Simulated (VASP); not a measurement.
Output of a VASP run:

### OSZICAR
```
       N       E                     dE             d eps       ncg     rms          rms(c)
DAV:   1     0.994802952163E+02    0.99480E+02   -0.70270E+03  1772   0.984E+02
DAV:   2    -0.922539892422E+01   -0.10871E+03   -0.10629E+03  1770   0.303E+02
DAV:   3    -0.107006141467E+02   -0.14752E+01   -0.14670E+01  1788   0.440E+01
DAV:   4    -0.107074028944E+02   -0.67887E-02   -0.67884E-02  1758   0.332E+00
DAV:   5    -0.107074582211E+02   -0.55327E-04   -0.55327E-04  1806   0.289E-01    0.159E+01
DAV:   6    -0.102036902277E+02    0.50377E+00   -0.10812E+00  1702   0.130E+01    0.542E+00
DAV:   7    -0.101535525098E+02    0.50138E-01   -0.13595E-01  1754   0.434E+00    0.113E+00
DAV:   8    -0.101493951952E+02    0.41573E-02   -0.54759E-03  1706   0.950E-01    0.508E-02
DAV:   9    -0.101492922359E+02    0.10296E-03   -0.11734E-04  1752   0.147E-01    0.221E-02
DAV:  10    -0.101492918220E+02    0.41396E-06   -0.21947E-06  1718   0.156E-02
   1 F= -.10149292E+02 E0= -.10148842E+02  d E =-.101493E+02
       N       E                     dE             d eps       ncg     rms          rms(c)
DAV:   1    -0.115580912328E+02   -0.14088E+01   -0.35260E+01  1726   0.874E+01    0.146E+01
DAV:   2    -0.101440780746E+02    0.14140E+01   -0.32292E+00  1696   0.249E+01    0.194E+00
DAV:   3    -0.100777740500E+02    0.66304E-01   -0.35801E-01  1722   0.803E+00    0.229E+00
DAV:   4    -0.101007555423E+02   -0.22981E-01   -0.18616E-02  1688   0.135E+00    0.358E-01
DAV:   5    -0.101031656732E+02   -0.24101E-02   -0.20765E-03  1800   0.533E-01    0.509E-02
DAV:   6    -0.101032861563E+02   -0.12048E-03   -0.61257E-05  1720   0.737E-02    0.131E-02
DAV:   7    -0.101032871465E+02   -0.99020E-06   -0.99631E-07  1498   0.854E-03
   2 F= -.10103287E+02 E0= -.10102657E+02  d E =0.460047E-01
       N       E                     dE             d eps       ncg     rms          rms(c)
DAV:   1    -0.109251696072E+02   -0.82188E+00   -0.19850E+01  1710   0.698E+01    0.899E+00
DAV:   2    -0.101627639637E+02    0.76241E+00   -0.19468E+00  1698   0.182E+01    0.122E+00
DAV:   3    -0.101444699587E+02    0.18294E-01   -0.14367E-01  1704   0.503E+00    0.110E+00
DAV:   4    -0.101573983126E+02   -0.12928E-01   -0.14469E-02  1692   0.114E+00    0.131E-01
DAV:   5    -0.101573323415E+02    0.65971E-04   -0.11443E-04  1742   0.107E-01    0.390E-02
DAV:   6    -0.101574679850E+02   -0.13564E-03   -0.64661E-05  1698   0.845E-02    0.455E-03
DAV:   7    -0.101574698327E+02   -0.18476E-05   -0.83769E-07  1364   0.879E-03    0.205E-03
DAV:   8    -0.101574700625E+02   -0.22982E-06   -0.56386E-08   856   0.244E-03
   3 F= -.10157470E+02 E0= -.10156964E+02  d E =-.817824E-02
       N       E                     dE             d eps       ncg     rms          rms(c)
DAV:   1    -0.101575216647E+02   -0.51832E-04   -0.11932E-03  1716   0.525E-01    0.752E-02
DAV:   2    -0.101574735885E+02    0.48076E-04   -0.11724E-04  1698   0.144E-01    0.979E-03
DAV:   3    -0.101574723950E+02    0.11935E-05   -0.96214E-06  1706   0.409E-02    0.105E-02
DAV:   4    -0.101574737577E+02   -0.13627E-05   -0.73864E-07  1178   0.839E-03    0.419E-04
DAV:   5    -0.101574738218E+02   -0.64082E-07   -0.32948E-08   846   0.226E-03
   4 F= -.10157474E+02 E0= -.10156967E+02  d E =-.818200E-02
```

OUTCAR:
```
------------------------ aborting loop because EDIFF is reached ----------------------------------------
  FORCE on cell =-STRESS in cart. coord.  units (eV):
  Direction    XX          YY          ZZ          XY          YZ          ZX
  --------------------------------------------------------------------------------------
  Total       -0.0018021     -0.0018021     -0.0018021     -0.0000000     -0.0000000     -0.0000000
  in kB       -0.1851804     -0.1851804     -0.1851804     -0.0000000     -0.0000000     -0.0000000
  external PRESSURE =      -0.1851804 kB  Pullay stress =       0.0000000 kB
  volume of cell :       15.59
      direct lattice vectors                 reciprocal lattice vectors
     2.498206075  0.000000000  0.000000000     0.400287234 -0.000000000 -0.000000000
     0.000000000  2.498206075 -0.000000000     0.000000000  0.400287234 -0.000000000
     0.000000000  0.000000000  2.498206075    -0.000000000  0.000000000  0.400287234
 POSITION                                       TOTAL-FORCE (eV/Angst)
 -----------------------------------------------------------------------------------
      0.00000      0.00000      0.00000         0.000000      0.000000      0.000000
 -----------------------------------------------------------------------------------
    total drift:                                0.000000      0.000000      0.000000
  FREE ENERGIE OF THE ION-ELECTRON SYSTEM (eV)
  ---------------------------------------------------
  free  energy   TOTEN  =       -10.1574738218 eV

  energy  without entropy=      -10.1559533386  energy(sigma->0) =      -10.15696699

 reached required accuracy - stopping structural energy minimisation
```
(Selected blocks of OUTCAR.)

### POSCAR
```
Tc
1
    2.5199480000     0.0000000000     0.0000000000
    0.0000000000     2.5199480000     0.0000000000
    0.0000000000     0.0000000000     2.5199480000
Tc
1
Direct
  0.0000000000   0.0000000000   0.0000000000
```

Q: Reconstruct the remaining input files.

A: Several could match; the one computed here: the input of the run itself, PBEsol GGA, plane waves, VASP's PBE PAW potentials (set 64).

**KPOINTS**
```
Automatic mesh
0
Gamma
13 13 13
0 0 0
```

**INCAR**
```
! general
SYSTEM  = Tc
PREC    = Accurate
ENCUT   = 400
LREAL   = .FALSE.
LASPH   = .TRUE.   ! aspherical one-centre terms

! electronic loop
EDIFF   = 1E-6   ! SCF stop (eV)
NELM    = 100
ALGO    = Normal   ! blocked Davidson
LMAXMIX = 4

! smearing
ISMEAR  = 1   ! Methfessel-Paxton
SIGMA   = 0.1   ! width (eV)

! functional
GGA     = PS   ! PBEsol

! ions
IBRION  = 2   ! conjugate gradients
NSW     = 60
ISIF    = 3   ! ions, shape and volume
EDIFFG  = -0.01

! output
LWAVE   = .FALSE.
LCHARG  = .FALSE.
```

POTCAR, in this order: Tc_pv (PBE.64 set). Program: vasp_std.

Energy and stress use the plane-wave basis of the starting cell.

The structure was generated: Tc was put into the simple-cubic type (Pm-3m), which need not be its known phase. This run relaxes it. Symmetry was kept, so distortions that lower it aren't found.
